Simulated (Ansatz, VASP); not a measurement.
**SrB3 in VASP and in Ansatz**

```xyz
4
Lattice="0.0000 2.9762 2.9762 2.9762 0.0000 2.9762 2.9762 2.9762 0.0000" Properties=species:S:1:pos:R:3 pbc="T T T"
Sr    0.0000    0.0000    0.0000
B     2.9762    2.9762    2.9762
B     1.4881    1.4881    1.4881
B     4.4644    4.4644    4.4644
```

Alike in both runs: functional PBE; k mesh 14 × 14 × 14; occupations gaussian, width 0.1 eV; no spin polarisation.

Ansatz relaxed the structure, and its values are those at the end. VASP's run is a single point on that final structure, the one shown.

```csv
,VASP,Ansatz
version,VASP 6.6.1,Ansatz 0.2.0
potentials or method,"VASP PAW PBE potentials, release 64 (Sr_sv, B)","scalar-relativistic, plane waves, PAW"
plane-wave cutoff (eV),520,420
valence electrons in the cell,19,19
```

Ansatz gave:

```
gap on the k mesh at the Fermi level (eV) : none
pressure (GPa)                            : 0.0
```

Q: What did VASP give for the same quantities?

A: gap on the k mesh at the Fermi level (eV): none; pressure (GPa): 0.6.

A gap of «none» marks a metal or a gap that the smearing closes.
